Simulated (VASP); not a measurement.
Energy against volume of TiO₂ (anatase). Method: RPBE GGA, VASP's PBE PAW potentials (set 64) (plane waves; VASP). Run with 520 eV cut-off, 8×8×8 Γ-centred mesh, Gaussian smearing of 0.050 eV, potentials Ti_sv O.

Shape and ions are relaxed at each volume.

| V (Å³/atom) | E (eV/atom) |
|---|---|
| 11.615 | -8.57487 |
| 11.974 | -8.58128 |
| 12.333 | -8.57666 |
| 12.692 | -8.56224 |

Fit these four points and predict the energy of the run at 11.255 Å³/atom.

A cubic in V^(−2/3), the third-order Birch-Murnaghan form, passes through the four points with V0 = 12.00 Å³/atom and B0 = 163 GPa, and gives -8.5560 eV/atom there. The run gave -8.5562 eV/atom, -0.2 meV/atom from the fit; all five points give B0 = 163 GPa.

The compound is TiO2 in the anatase structure, one of several forms; rutile is the usual stable one. It was relaxed first, which changed the volume by +6 %.
